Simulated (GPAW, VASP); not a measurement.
This is a calculation of SiRh3 for GPAW 26.7.0 (ASE script). The cell comes from a database or a generator and needn't be the stable form of this composition.

File run.py:

```python
from ase import Atoms
from ase.dft.bandgap import bandgap
from ase.io import write
from ase.units import Bohr, GPa
from gpaw import GPAW, PW
from gpaw.elf import elf_from_dft_calculation

atoms = Atoms(['Rh', 'Rh', 'Rh', 'Si'],
              cell=[[-1.933568, 1.933568, 3.669344],
                    [1.933568, -1.933568, 3.669344],
                    [1.933568, 1.933568, -3.669344]],
              scaled_positions=[[0.5, 0.5, 0.0],
                                [0.25, 0.75, 0.5],
                                [0.75, 0.25, 0.5],
                                [0.0, 0.0, 0.0]],
              pbc=True)

calc = GPAW(mode=PW(600),
            xc='PBE',
            kpts={'size': (10, 10, 10), 'gamma': True},
            occupations={'name': 'fermi-dirac', 'width': 0.05},
            nbands=44,
            convergence={'density': 1e-05, 'energy': 1e-05},
            maxiter=150,
            txt='gpaw.txt')
atoms.calc = calc
energy = atoms.get_potential_energy()
forces = atoms.get_forces()
stress = atoms.get_stress()
calc.write('gs.gpw')
write('result.traj', atoms)
print(f'Energy: {energy:.6f} eV')
print('Forces (eV/A):')
print(forces.round(4))
print('Stress (GPa):', (stress / GPa).round(3))
print('Fermi level:', round(calc.get_fermi_level(), 4), 'eV')
print(f'Gap: {bandgap(calc)[0]:.4f} eV, direct: {bandgap(calc, direct=True)[0]:.4f} eV')

# fields on the real-space grid
write('density.cube', atoms, data=calc.get_pseudo_density() * Bohr**3)
write('potential.cube', atoms, data=calc.get_electrostatic_potential())
write('elf.cube', atoms, data=elf_from_dft_calculation(calc).data)
```

Potentials or basis: GPAW PAW data sets (gpaw-data 1.2.1), pw.

Run with:

```console
$ OMP_NUM_THREADS=1 python run.py
```

Q: What does the same run look like in VASP 6.6.1? Potentials or basis there: PBE PAW files Rh_pv, Si, 520 eV.

A: As run (cutoffs and basis follow the program's own potentials, and thresholds, step limits or extra output files can differ):

Contents of INCAR:

```
  PREC = Accurate
  ENCUT = 520
  EDIFF = 1E-7
  ISMEAR = -1
  SIGMA = 0.05
  LREAL = False
  LASPH = True
  NELM = 80
  ALGO = Normal
  ISIF = 2
  LWAVE = False
  LCHARG = False
  GGA = PE
  NBANDS = 32
```

KPOINTS

```
regular mesh
0
Gamma
  10 10 10
```

POSCAR

```
SiRh3
1.0
   -1.9335680000      1.9335680000      3.6693440000
    1.9335680000     -1.9335680000      3.6693440000
    1.9335680000      1.9335680000     -3.6693440000
Rh Si
3 1
Direct
    0.5000000000      0.5000000000      0.0000000000
    0.2500000000      0.7500000000      0.5000000000
    0.7500000000      0.2500000000      0.5000000000
    0.0000000000      0.0000000000      0.0000000000
```

Potentials or basis: VASP PAW PBE potentials, release 64 (Rh_pv, Si).

Command:

```console
$ cat potpaw_PBE.64/Rh_pv/POTCAR potpaw_PBE.64/Si/POTCAR > POTCAR
$ mpirun -np 1 vasp_std > vasp.out
```

Both were run:

|  | GPAW | VASP |
| --- | --- | --- |
| Pressure | 0.0 GPa | -2.1 GPa |

Pressure is positive in compression.
